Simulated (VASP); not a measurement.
Data:

```
CELL_PARAMETERS angstrom
      0.00000     2.92122     2.92122
      2.92122     0.00000     2.92122
      2.92122     2.92122     0.00000
ATOMIC_POSITIONS crystal
  Ni 0.50000 0.50000 0.50000
  Ni 0.25000 0.25000 0.25000
  Ni 0.75000 0.75000 0.75000
  Sb 0.00000 0.00000 0.00000
```

The numbers are results of PBEsol GGA, VASP's PBE PAW potentials (set 64) (plane waves; VASP 6.6.1), not measurements. Settings: 400 eV cut-off, Gaussian smearing of 0.050 eV, potentials Ni Sb.

Problem. Give the energies of bands 7 to 20 at the high-symmetry points, in eV from the Fermi level.

Solution. 
```csv
band,Γ,X,U,L,W
7,-2.42,-2.71,-2.78,-2.79,-2.80
8,-2.42,-2.61,-2.48,-2.57,-2.51
9,-2.42,-2.61,-2.31,-2.57,-2.25
10,-1.22,-1.95,-2.18,-2.05,-2.25
11,-1.22,-1.95,-2.05,-1.97,-2.00
12,-1.22,-1.49,-1.72,-1.97,-1.67
13,-0.90,-1.45,-1.14,-0.93,-1.00
14,-0.90,-0.98,-1.06,-0.93,-0.96
15,-0.73,-0.93,-0.78,-0.81,-0.92
16,-0.73,-0.85,-0.72,-0.81,-0.92
17,1.51,-0.67,-0.61,-0.65,-0.69
18,2.64,-0.62,-0.54,2.10,-0.69
19,2.64,-0.62,-0.44,2.23,-0.49
20,2.64,2.06,2.47,2.23,4.67
```

It has no gap at this level: it comes out as a metal or semimetal.

The structure comes from a computed database's Ni3Sb entry (Fm-3m); how it stands against other phases isn't given here. It was relaxed first. The run is not spin-polarised, so no magnetic state was tried. The electron count is odd and the run is not spin-polarised, which forces a metal.
